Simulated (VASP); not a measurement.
# Zr2W (P-6m2) in VASP: further runs

Runs on Zr2W. Level: PBE. Tasks: single point.

All numbers are computed with VASP 6.6.1; they aren't measurements. Logs are shortened: lines on timing, memory, paths and dates and some standing lists are left out, and cuts for length are marked.

### 1 The structure

The structure is hexagonal, space group P-6m2 (No. 187). Conventional cell: a = 4.866 Å, b = 4.866 Å, c = 2.983 Å, α = 90.00°, β = 90.00°, γ = 120.00°. Zr (site symmetry -6m2) is surrounded by 8 Zr at 2.98 to 3.18 Å and 6 W at 3.18 Å. Around Zr (site symmetry -6m2) lie 3 W at 2.81 Å and 8 Zr at 2.98 to 3.18 Å. W (site symmetry -6m2) is surrounded by 9 Zr at 2.81 to 3.18 Å and 2 W at 2.98 Å.

The cell was built by a generator and needn't be a form met in nature.

### 2 Single point, PBE

Input file INCAR:

```
SYSTEM = Zr2W
PREC = Accurate ; ENCUT = 520
EDIFF = 1E-6 ; ISMEAR = 0
SIGMA = 0.1 ; LREAL = .FALSE.
LASPH = .TRUE. ; NELM = 100
ALGO = Normal ; ISIF = 2
LWAVE = .FALSE. ; LCHARG = .FALSE.
GGA = PE ; NBANDS = 26
```

Input file KPOINTS:

```
Automatic mesh
0
G
  6 6 6
  0 0 0
```

Input file POSCAR:

```
Zr2W
1.0
    4.8664974900      0.0000000000      0.0000000000
   -2.4332487400      4.2145104500      0.0000000000
    0.0000000000      0.0000000000      2.9831629600
Zr W
2 1
Direct
    0.0000000000      0.0000000000      0.0000000000
    0.3333333300      0.6666666700      0.5000000000
    0.6666666700      0.3333333300      0.5000000000
```

Potentials or basis: VASP PAW PBE potentials, release 64 (Zr_sv, W_sv).

Launch:

```sh
$ cat potpaw_PBE.64/Zr_sv/POTCAR potpaw_PBE.64/W_sv/POTCAR > POTCAR
$ mpirun -np 1 vasp_std > vasp.out
```

OUTCAR:

```text
SYSTEM = Zr2W
   PREC = Accurate
   ENCUT = 520
   EDIFF = 1E-6
   ISMEAR = 0
   LREAL = .FALSE.
   LASPH = .TRUE.
   NELM = 100
   ISIF = 2
   GGA = PE

 ion  position               nearest neighbor table
   1  0.000  0.000  0.000-   2 3.18   3 3.18   2 3.18   3 3.18   2 3.18   2 3.18   3 3.18   3 3.18
                             3 3.18   3 3.18   2 3.18   2 3.18
   2  0.333  0.667  0.500-   3 2.81   3 2.81   3 2.81   1 3.18   1 3.18   1 3.18   1 3.18   1 3.18
                             1 3.18
   3  0.667  0.333  0.500-   2 2.81   2 2.81   2 2.81   1 3.18   1 3.18   1 3.18   1 3.18   1 3.18
                             1 3.18

  LATTYP: Found a hexagonal cell.
 ALAT       =     4.8664974900
 C/A-ratio  =     0.6129999997

  Lattice vectors:

 A1 = (   4.8664974900,   0.0000000000,   0.0000000000)
 A2 = (  -2.4332487400,   4.2145104500,   0.0000000000)
 A3 = (   0.0000000000,   0.0000000000,   2.9831629600)

Analysis of symmetry for initial positions (statically):
=====================================================================
 Subroutine PRICEL returns:
 Original cell was already a primitive cell.

 Routine SETGRP: Setting up the symmetry group for a
 hexagonal supercell.

 Subroutine GETGRP returns: Found 12 space group operations
 (whereof 12 operations were pure point group operations)
 out of a pool of 24 trial point group operations.

The static configuration has the point symmetry D_3h.

Analysis of symmetry for dynamics (positions and initial velocities):
=====================================================================
 Subroutine PRICEL returns:
 Original cell was already a primitive cell.

 Routine SETGRP: Setting up the symmetry group for a
 hexagonal supercell.

 Subroutine GETGRP returns: Found 12 space group operations
 (whereof 12 operations were pure point group operations)
 out of a pool of 24 trial point group operations.

The dynamic configuration has the point symmetry D_3h.

 Subroutine INISYM returns: Found 12 space group operations
 (whereof 12 operations are pure point group operations),
 and found     1 'primitive' translations

----------------------------------------------------------------------------------------

                                     Primitive cell

  volume of cell :      61.1844

  direct lattice vectors                    reciprocal lattice vectors
     4.866497490  0.000000000  0.000000000     0.205486595  0.118637741  0.000000000
    -2.433248740  4.214510450  0.000000000     0.000000000  0.237275482  0.000000000
     0.000000000  0.000000000  2.983162960     0.000000000  0.000000000  0.335214674

  length of vectors
     4.866497490  4.866497484  2.983162960     0.237275482  0.237275482  0.335214674

  position of ions in fractional coordinates (direct lattice)
     0.000000000  0.000000000  0.000000000
     0.333333330  0.666666670  0.500000000
     0.666666670  0.333333330  0.500000000

  ion indices of the primitive-cell ions
   primitive index   ion index
                 1           1
                 2           2
                 3           3

----------------------------------------------------------------------------------------

 KPOINTS: Automatic mesh

Automatic generation of k-mesh.
 Grid dimensions read from file:
 generate k-points for:    6    6    6

 Generating k-lattice:

  Cartesian coordinates                     Fractional coordinates (reciprocal lattice)
     0.034247766  0.019772957  0.000000000     0.166666667  0.000000000  0.000000000
     0.000000000  0.039545914  0.000000000     0.000000000  0.166666667  0.000000000
     0.000000000  0.000000000  0.055869112     0.000000000  0.000000000  0.166666667

  Length of vectors
     0.039545914  0.039545914  0.055869112

  Shift w.r.t. Gamma in fractional coordinates (k-lattice)
     0.000000000  0.000000000  0.000000000

 Subroutine IBZKPT returns following result:
 ===========================================

 Found     28 irreducible k-points:

 Following reciprocal coordinates:
            Coordinates               Weight
  0.000000  0.000000  0.000000      1.000000
  0.166667 -0.000000  0.000000      6.000000
  0.333333  0.000000  0.000000      6.000000
  0.500000  0.000000  0.000000      3.000000
  0.166667  0.166667  0.000000      6.000000
  0.333333  0.166667  0.000000     12.000000
[... 16 lines left out ...]
  0.166667 -0.000000  0.500000      6.000000
  0.333333  0.000000  0.500000      6.000000
 [... further k-points ...]
   k-points           NKPTS =     28   k-points in BZ     NKDIM =     28   number of bands    NBANDS=     26
   number of dos      NEDOS =    301   number of ions     NIONS =      3
   total plane-waves  NPLWV =  31104
   dimension x,y,z NGX =    36 NGY =   36 NGZ =   24
   dimension x,y,z NGXF=    72 NGYF=   72 NGZF=   48
   ions per type =               2   1
   NGX,Y,Z   is equivalent  to a cutoff of  12.30, 12.30, 13.37 a.u.
   NGXF,Y,Z  is equivalent  to a cutoff of  24.60, 24.60, 26.75 a.u.
 SYSTEM =  Zr2W
   PREC   = accura    normal or accurate (medium, high low for compatibility)
   ISTART =      0    job   : 0-new  1-cont  2-samecut
   ICHARG =      2    charge: 1-file 2-atom 10-const
   ISPIN  =      1    spin polarized calculation?
   LNONCOLLINEAR =      F non collinear calculations
   LSORBIT =      F    spin-orbit coupling
   LASPH  =      T    aspherical Exc in radial PAW
   ENCUT  =  520.0 eV  38.22 Ry    6.18 a.u.   9.05  9.05  5.55*2*pi/ulx,y,z
   NELM   =    100;   NELMIN=  2; NELMDL= -5     # of ELM steps
   EDIFF  = 0.1E-05   stopping-criterion for ELM
   LREAL  =      F    real-space projection
[... 7 lines left out ...]
   TEBEG  =    0.0;   TEEND  =   0.0 temperature during run
   PSTRESS=    0.0 pullay stress
   NELECT =      38.0000    total number of electrons
   NUPDOWN=      -1.0000    fix difference up-down
   EMIN   =  10.00;   EMAX   =-10.00  energy-range for DOS
   EFERMI =   0.00;   METHOD = LEGACY
   ISMEAR =     0;   SIGMA  =   0.10  broadening in eV -4-tet -1-fermi 0-gaus
   EFERMI_NEDOS =   21; number of points for ismear=-14 and -15
   IALGO  =     38    algorithm
   IMIX   =      4    mixing-type and parameters
     AMIX     =   0.40;   BMIX     =  1.00
     AMIX_MAG =   1.60;   BMIX_MAG =  1.00
  volume/ion in A,a.u.               =      20.39       137.63
  Fermi-wavevector in a.u.,A,eV,Ry     =   1.396762  2.639498 26.544215  1.950945
  Thomas-Fermi vector in A             =   2.520085
   LORBIT       =      0    0 simple, 1 ext, 2 COOP (PROOUT), +10 PAW based schemes
   GGA     = PE    functional components
   LHFCALC =     F    Hartree Fock is set to
   AEXX    =    0.0000 exact exchange contribution
   IVDW    =     0    specifies the selected vdW correction
   LEPSILON=     F    determine dielectric tensor
   LRPA    =     F    only Hartree local field effects (RPA)
 non-spin polarized calculation
 Gauss-broadening in eV      SIGMA  =   0.10
  energy-cutoff  :      520.00
  volume of cell :       61.18
 maximum number of plane-waves:      1662
   NGX = 19   NGY = 19   NGZ = 11

 number of electron      38.0000003 magnetization

 Free energy of the ion-electron system (eV)
  ---------------------------------------------------
  ext. energy  EPLUGINS =         0.00000000
  ---------------------------------------------------
  free energy    TOTEN  =       -28.94883618 eV

  energy without entropy =      -28.92189294  energy(sigma->0) =      -28.93536456

 E-fermi :   9.7384     XC(G=0): -11.8662

 val. band max:        9.7294178295   @ k =   0.1667   0.1667   0.1667
 cond. band min:       9.7762321075   @ k =   0.3333   0.3333   0.1667
 fundamental gap:      0.0468142780
 Fermi energy:         9.7383603271

 k-point     1 :       0.0000    0.0000    0.0000
  band No.  band energies     occupation
      1     -64.1624      2.00000
      2     -38.9689      2.00000
      3     -38.7171      2.00000
      4     -28.3477      2.00000
      5     -28.3477      2.00000
      6     -28.1737      2.00000
[... 18 lines left out ...]
     25      12.2873      0.00000
     26      12.2873      0.00000

 k-point     2 :       0.1667   -0.0000    0.0000
  band No.  band energies     occupation
      1     -64.1624      2.00000
      2     -38.9638      2.00000
      3     -38.7232      2.00000
      4     -28.3483      2.00000
      5     -28.3449      2.00000
      6     -28.1736      2.00000
[... 18 lines left out ...]
     25      12.6522      0.00000
     26      12.7597      0.00000

 k-point     3 :       0.3333    0.0000    0.0000
  band No.  band energies     occupation
      1     -64.1624      2.00000
      2     -38.9524      2.00000
      3     -38.7362      2.00000
      4     -28.3494      2.00000
      5     -28.3394      2.00000
      6     -28.1734      2.00000
[... 18 lines left out ...]
     25      12.9783      0.00000
     26      13.2917      0.00000

 k-point     4 :       0.5000    0.0000    0.0000
  band No.  band energies     occupation
      1     -64.1624      2.00000
      2     -38.9461      2.00000
      3     -38.7434      2.00000
      4     -28.3500      2.00000
      5     -28.3366      2.00000
      6     -28.1733      2.00000
[... 18 lines left out ...]
     25      13.0616      0.00000
     26      13.6454      0.00000
[... 496 lines left out ...]
      1     -64.1433      2.00000
      2     -38.8355      2.00000
      3     -38.6361      2.00000
      4     -28.5507      2.00000
      5     -28.3067      2.00000
      6     -28.3067      2.00000
[... 18 lines left out ...]
     25      14.7531      0.00000
     26      14.7551      0.00000

 k-point    23 :       0.1667   -0.0000    0.5000
  band No.  band energies     occupation
      1     -64.1433      2.00000
      2     -38.8353      2.00000
      3     -38.6366      2.00000
      4     -28.5510      2.00000
      5     -28.3072      2.00000
      6     -28.3048      2.00000
[... 18 lines left out ...]
     25      14.2308      0.00000
     26      14.2874      0.00000

 k-point    24 :       0.3333    0.0000    0.5000
  band No.  band energies     occupation
      1     -64.1433      2.00000
      2     -38.8351      2.00000
      3     -38.6376      2.00000
      4     -28.5516      2.00000
      5     -28.3081      2.00000
      6     -28.3010      2.00000
[... 18 lines left out ...]
     25      13.4008      0.00000
     26      14.2047      0.00000

 [... further k-points ...]

------------------------ aborting loop because EDIFF is reached ----------------------------------------

  FORCE on cell =-STRESS in cart. coord.  units (eV):
  Direction    XX          YY          ZZ          XY          YZ          ZX
  --------------------------------------------------------------------------------------
  -------------------------------------------------------------------------------------
  Total        1.2044800      1.2044800     -2.2972836      0.0000000      0.0000000     -0.0000000
  in kB       31.5405711     31.5405710    -60.1567789      0.0000000      0.0000000     -0.0000000
  external PRESSURE =       0.9747877 kB  Pullay stress =       0.0000000 kB

 VOLUME and BASIS-vectors are now :
 -----------------------------------------------------------------------------
  energy-cutoff  :      520.00
  volume of cell :       61.18
      direct lattice vectors                 reciprocal lattice vectors
     4.866497490  0.000000000  0.000000000     0.205486595  0.118637741  0.000000000
    -2.433248740  4.214510450  0.000000000     0.000000000  0.237275482  0.000000000
     0.000000000  0.000000000  2.983162960     0.000000000  0.000000000  0.335214674

 POSITION                                       TOTAL-FORCE (eV/Angst)
 -----------------------------------------------------------------------------------
      0.00000      0.00000      0.00000        -0.000000     -0.000000      0.000000
     -0.00000      2.80967      1.49158         0.000000      0.000000      0.000000
      2.43325      1.40484      1.49158        -0.000000      0.000000      0.000000
 -----------------------------------------------------------------------------------
    total drift:                                0.000014     -0.000008      0.000000

  FREE ENERGIE OF THE ION-ELECTRON SYSTEM (eV)
  ---------------------------------------------------
  free  energy   TOTEN  =       -28.9488361838 eV

  energy  without entropy=      -28.9218929374  energy(sigma->0) =      -28.93536456
```

Run time: 34 s. Hardware: 1 thread of Intel Xeon Platinum 8488C (Sapphire Rapids), shared host; peak memory 0.2 GiB.

Results:

- Free energy: -28.9488 eV
- Pressure: 0.1 GPa
- Band gap on the k mesh: none (metal or under the smearing width)

The run has no spin-orbit coupling, so splittings on W are missing.

(Continued in part 2 of 2.)
